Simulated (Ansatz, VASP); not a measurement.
Y3GeBr in VASP and in Ansatz

```
CELL_PARAMETERS angstrom
3.73408 2.15587 3.16000
-3.73408 2.15587 3.16000
0.00000 -4.31175 3.16000
ATOMIC_POSITIONS crystal
Y 0.50693 0.99874 0.50693
Y 0.50693 0.50693 0.99874
Y 0.99874 0.50693 0.50693
Br 0.01000 0.01000 0.01000
Ge 0.53943 0.53943 0.53943
```

The cell was built by a generator and needn't be a form met in nature.

Alike in both runs: task single point; functional PBE; k mesh 4 × 4 × 4; no spin polarisation.

```csv
,VASP,Ansatz
version,VASP 6.6.1,Ansatz 0.2.0
potentials or method,"VASP PAW PBE potentials, release 64 (Y_sv, Br, Ge_d)",PAW plane waves
plane-wave cutoff (eV),520,420
occupations,"fermi-dirac, width 0.1 eV",fermi-dirac
valence electrons in the cell,54,54
```

|  | VASP | Ansatz | Ansatz less VASP |
| --- | --- | --- | --- |
| gap on the k mesh at the Fermi level (eV) | none | none | - |
| pressure (GPa) | 6.2 | 6.2 | +0.02 |
| largest component of the traceless stress (GPa) | 1.99 | 1.99 | -0.002 |
| rms of the force components (eV/Å) | 1.772 | 1.768 | -0.0035 |

Atom by atom the forces differ by 0.004 eV/Å (rms over components). A gap of «none» marks a metal or a gap that the smearing closes. Ansatz warned: «structure_snapped_to_symmetry».

Caveats: forces of over 1 eV/Å show positions far from the minimum, so gaps and moduli don't describe the material at rest.
